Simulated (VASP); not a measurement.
Input:

```yaml
crystal:
  lattice:
    - [0.00000, 2.22387, 2.22387]
    - [2.22387, 0.00000, 2.22387]
    - [2.22387, 2.22387, 0.00000]
  atoms:
    - { symbol: Ga, position: [0.00000, 0.00000, 0.00000] }
    - { symbol: N, position: [0.25000, 0.25000, 0.25000] }
```

Computed with AM05 GGA, VASP's PBE PAW potentials (set 64) (plane waves; VASP). Settings: 520 eV cut-off, 10×10×10 Γ-centred mesh, Gaussian smearing of 0.050 eV, potentials Ga_d N.

Task: Give the stress tensor in GPa (positive for a compressed cell).

Result: 
```
6.22  0.00  0.00
0.00  6.22  0.00
0.00  0.00  6.22
```
The pressure is its mean diagonal, 6.22 GPa.

The compound is GaN in the zinc blende structure, a metastable form; wurtzite is the usual one. This cell is one point of a volume scan, at 0.97 of the reference volume.
